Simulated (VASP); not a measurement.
A run of VASP 6.6.1:

The input INCAR:

```
PREC = Accurate ; ENCUT = 520
EDIFF = 1E-6 ; ISMEAR = -1
SIGMA = 0.1 ; LREAL = False
LASPH = True ; NELM = 100
ALGO = Normal ; ISIF = 2
LWAVE = False ; LCHARG = True
GGA = PS ; LELF = True
LVHAR = True ; NBANDS = 9
```

KPOINTS

```
Automatic mesh
0
Gamma
  11 11 7
```

POSCAR

```
O
1.0
    1.7768592591      0.0000000000      0.0000000000
    0.0000000000      1.7768592591      0.0000000000
    0.0000000000      0.0000000000      3.6261722722
O
1
Direct
    0.0000000000      0.0000000000      0.0000000000
```

Potentials or basis: VASP PAW PBE potentials, release 64 (O).

Command:

```sh
$ cat potpaw_PBE.64/O/POTCAR > POTCAR
$ mpirun -np 1 vasp_std > vasp.out
```

Hardware: 1 thread of Intel(R) Xeon(R) 6975P-C (Granite Rapids) (shared host).

Problem. How long does it take, and how much memory?

Solution. Wall time 2.9 s on 1 thread of Intel(R) Xeon(R) 6975P-C (Granite Rapids) (shared host), peak memory 0.11 GiB. Counts: scf iterations 11, k points 84.
